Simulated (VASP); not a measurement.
Output of a VASP run:

OSZICAR:
```
       N       E                     dE             d eps       ncg     rms          rms(c)
DAV:   1     0.492376084047E+02    0.49238E+02   -0.90878E+03  1984   0.124E+03
DAV:   2    -0.183935107951E+01   -0.51077E+02   -0.49933E+02  2056   0.263E+02
DAV:   3    -0.410803483957E+01   -0.22687E+01   -0.21179E+01  2693   0.320E+01
DAV:   4    -0.416160575451E+01   -0.53571E-01   -0.52659E-01  2337   0.498E+00
DAV:   5    -0.416293025811E+01   -0.13245E-02   -0.13233E-02  2799   0.637E-01    0.237E+01
DAV:   6    -0.417320216148E+01   -0.10272E-01   -0.19350E-02  2397   0.120E+00    0.142E+01
DAV:   7    -0.418673695235E+01   -0.13535E-01   -0.37057E-02  2294   0.167E+00    0.222E-01
DAV:   8    -0.418662823680E+01    0.10872E-03   -0.18684E-03  2371   0.347E-01    0.733E-02
DAV:   9    -0.418665923719E+01   -0.31000E-04   -0.23479E-04  2421   0.116E-01    0.359E-02
DAV:  10    -0.418665332765E+01    0.59095E-05   -0.35366E-05  2316   0.446E-02    0.386E-02
DAV:  11    -0.418665550514E+01   -0.21775E-05   -0.54291E-06  2356   0.163E-02    0.130E-03
DAV:  12    -0.418665568467E+01   -0.17952E-06   -0.28252E-07  2279   0.413E-03    0.447E-03
DAV:  13    -0.418665560444E+01    0.80225E-07   -0.55779E-08  1363   0.186E-03
   1 F= -.41866556E+01 E0= -.41865444E+01  d E =-.418666E+01
       N       E                     dE             d eps       ncg     rms          rms(c)
DAV:   1    -0.418739913553E+01   -0.74345E-03   -0.26952E-02  1986   0.121E+00    0.104E-01
DAV:   2    -0.418703969485E+01    0.35944E-03   -0.45921E-04  2316   0.185E-01    0.663E-02
DAV:   3    -0.418688522056E+01    0.15447E-03   -0.20508E-04  2435   0.111E-01    0.323E-02
DAV:   4    -0.418688642767E+01   -0.12071E-05   -0.28995E-05  2482   0.397E-02    0.160E-02
DAV:   5    -0.418688649468E+01   -0.67010E-07   -0.67064E-07  2409   0.607E-03
   2 F= -.41868865E+01 E0= -.41866659E+01  d E =-.230890E-03
       N       E                     dE             d eps       ncg     rms          rms(c)
DAV:   1    -0.418835027919E+01   -0.14639E-02   -0.75347E-02  1986   0.202E+00    0.174E-01
DAV:   2    -0.418733603022E+01    0.10142E-02   -0.12923E-03  2301   0.309E-01    0.113E-01
DAV:   3    -0.418690606518E+01    0.42997E-03   -0.56525E-04  2430   0.183E-01    0.582E-02
DAV:   4    -0.418690874413E+01   -0.26790E-05   -0.79780E-05  2457   0.660E-02    0.276E-02
DAV:   5    -0.418690889231E+01   -0.14818E-06   -0.19375E-06  2559   0.103E-02    0.331E-03
DAV:   6    -0.418690884340E+01    0.48918E-07   -0.23316E-07  2210   0.350E-03
   3 F= -.41869088E+01 E0= -.41865069E+01  d E =-.253239E-03
       N       E                     dE             d eps       ncg     rms          rms(c)
DAV:   1    -0.418723012299E+01   -0.32123E-03   -0.14504E-02  1986   0.889E-01    0.764E-02
DAV:   2    -0.418703555176E+01    0.19457E-03   -0.24745E-04  2291   0.136E-01    0.501E-02
DAV:   3    -0.418695299887E+01    0.82553E-04   -0.10835E-04  2435   0.812E-02    0.255E-02
DAV:   4    -0.418695352083E+01   -0.52196E-06   -0.15812E-05  2462   0.294E-02    0.122E-02
DAV:   5    -0.418695357768E+01   -0.56849E-07   -0.36071E-07  2127   0.451E-03
   4 F= -.41869536E+01 E0= -.41866291E+01  d E =-.297973E-03
```

OUTCAR:
```
------------------------ aborting loop because EDIFF is reached ----------------------------------------
  FORCE on cell =-STRESS in cart. coord.  units (eV):
  Direction    XX          YY          ZZ          XY          YZ          ZX
  --------------------------------------------------------------------------------------
  Total       -0.0615721     -0.0615721     -0.0653520      0.0000000     -0.0000000      0.0000000
  in kB       -1.5911724     -1.5911720     -1.6888543      0.0000000     -0.0000000      0.0000000
  external PRESSURE =      -1.6237329 kB  Pullay stress =       0.0000000 kB
  volume of cell :       62.00
      direct lattice vectors                 reciprocal lattice vectors
     1.785438955 -3.092470543  0.000000000     0.280043179 -0.161683028 -0.000000000
     1.785438955  3.092470543  0.000000000     0.280043179  0.161683028  0.000000000
     0.000000000 -0.000000000  5.614316468     0.000000000  0.000000000  0.178116073
 POSITION                                       TOTAL-FORCE (eV/Angst)
 -----------------------------------------------------------------------------------
      1.78544      1.03083      1.40358        -0.000000      0.000000      0.000000
      1.78544     -1.03083      4.21074         0.000000     -0.000000      0.000000
 -----------------------------------------------------------------------------------
    total drift:                                0.000000      0.000106     -0.000011
  FREE ENERGIE OF THE ION-ELECTRON SYSTEM (eV)
  ---------------------------------------------------
  free  energy   TOTEN  =        -4.1869535777 eV

  energy  without entropy=       -4.1859800750  energy(sigma->0) =       -4.18662908

 reached required accuracy - stopping structural energy minimisation
```
(Selected blocks of OUTCAR.)

POSCAR:
```
Tb
1
    1.7893379681    -3.0992238271     0.0000000000
    1.7893379681     3.0992238271     0.0000000000
    0.0000000000     0.0000000000     5.5898756528
Tb
2
Direct
  0.3333330000   0.6666670000   0.2500000000
  0.6666670000   0.3333330000   0.7500000000
```

Question: Reconstruct the remaining input files.

Answer: This is not unique; one that fits is the input of the run itself, optB86b-vdW, plane waves, VASP's PBE PAW potentials (set 64).

### INCAR
```
AGGAC=0.0
ALGO=Normal
EDIFF=1E-7
EDIFFG=-0.01
ENCUT=520
GGA=MK
IBRION=2
ISIF=4
ISMEAR=1
LASPH=T
LCHARG=F
LMAXMIX=6
LREAL=F
LUSE_VDW=T
LWAVE=F
NELM=100
NSW=30
PARAM1=0.1234
PARAM2=1.0
PREC=Accurate
SIGMA=0.1
SYSTEM=Tb
```

**KPOINTS**
```
Automatic mesh
0
Gamma
12 12 7
0 0 0
```

POTCAR, in this order: Tb_3 (PBE.64 set). Program: vasp_std.

The 4f electrons are frozen in the core of the lanthanide potential, so 4f levels, which can set the real gap, and their magnetism are missing.

The compound is Tb in the hcp structure. This run relaxes it. Symmetry was kept, so distortions that lower it aren't found.
